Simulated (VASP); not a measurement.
A run of VASP 6.6.1:

Contents of INCAR:

```
ALGO = Fast ; EDIFF = 1E-6
ENCUT = 520 ; GGA = PE
ISIF = 2 ; ISMEAR = 0
LASPH = True ; LCHARG = True
LELF = True ; LREAL = False
LVHAR = True ; LWAVE = False
NBANDS = 34 ; NELM = 100
PREC = Accurate ; SIGMA = 0.1
```

Contents of KPOINTS:

```
k-points
0
Gamma
  6 6 8
```

The input POSCAR:

```
Cs2CdCl3
1.0
    9.1586402373      0.0000000000      0.0000000000
   -4.5793201186      7.9316151096      0.0000000000
    0.0000000000      0.0000000000      4.4296188753
Cs Cd Cl
2 1 3
Direct
    0.6666666667      0.3333333333      0.0000000000
    0.3333333333      0.6666666667      0.0000000000
    0.0000000000      0.0000000000      0.0000000000
    0.5000000000      0.0000000000      0.5000000000
    0.0000000000      0.5000000000      0.5000000000
    0.5000000000      0.5000000000      0.5000000000
```

Potentials or basis: VASP PAW PBE potentials, release 64 (Cs_sv, Cd, Cl).

Run with:

```sh
$ cat potpaw_PBE.64/Cs_sv/POTCAR potpaw_PBE.64/Cd/POTCAR potpaw_PBE.64/Cl/POTCAR > POTCAR
$ mpirun -np 1 vasp_std > vasp.out
```

Hardware: 1 thread of Intel(R) Xeon(R) Platinum 8488C (Sapphire Rapids), on a shared host.

**Question.** Estimate the wall time of this run.

**Answer.** It took 6.9 min on 1 thread of Intel(R) Xeon(R) Platinum 8488C (Sapphire Rapids), on a shared host, peak memory 0.66 GiB. Counts: scf iterations 21, k points 35.
